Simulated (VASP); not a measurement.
OSZICAR of a VASP run on PtAl2 (fluorite):

OSZICAR:
```
       N       E                     dE             d eps       ncg     rms          rms(c)
DAV:   1     0.563393402145E+02    0.56339E+02   -0.67463E+03  1144   0.113E+03
DAV:   2    -0.105825438788E+02   -0.66922E+02   -0.60127E+02  1308   0.191E+02
DAV:   3    -0.125033592076E+02   -0.19208E+01   -0.18993E+01  1444   0.314E+01
DAV:   4    -0.125206061153E+02   -0.17247E-01   -0.17245E-01  1336   0.354E+00
DAV:   5    -0.125208967895E+02   -0.29067E-03   -0.29080E-03  1436   0.477E-01    0.844E+00
DAV:   6    -0.120864456817E+02    0.43445E+00   -0.23542E+00  1300   0.152E+01    0.211E+00
DAV:   7    -0.120096154834E+02    0.76830E-01   -0.19426E-01  1224   0.451E+00    0.165E+00
DAV:   8    -0.119812273171E+02    0.28388E-01   -0.35437E-02  1356   0.197E+00    0.236E-01
DAV:   9    -0.119813871338E+02   -0.15982E-03   -0.15758E-03  1324   0.379E-01    0.163E-01
DAV:  10    -0.119815054190E+02   -0.11829E-03   -0.28005E-04  1308   0.151E-01    0.172E-02
DAV:  11    -0.119815061509E+02   -0.73188E-06   -0.17054E-05  1364   0.450E-02    0.814E-03
DAV:  12    -0.119815069215E+02   -0.77056E-06   -0.22018E-06  1284   0.122E-02    0.212E-03
DAV:  13    -0.119815059826E+02    0.93884E-06   -0.56777E-07  1336   0.758E-03    0.813E-04
DAV:  14    -0.119815060794E+02   -0.96802E-07   -0.14895E-08   760   0.137E-03
   1 F= -.11981506E+02 E0= -.11981506E+02  d E =0.000000E+00
```

Q: Which electronic solver shows in the log?

A: It is blocked Davidson (ALGO = Normal, or the opening steps of other solvers). The INCAR had ALGO = Normal.

Q: Can the final energy be trusted as converged?

A: The run converged. It stopped with EDIFF = 1E-7, NELM = 100 (rev-vdW-DF2, plane waves, VASP's PBE PAW potentials (set 64)).

The compound is PtAl2 in the fluorite structure. It was relaxed first.
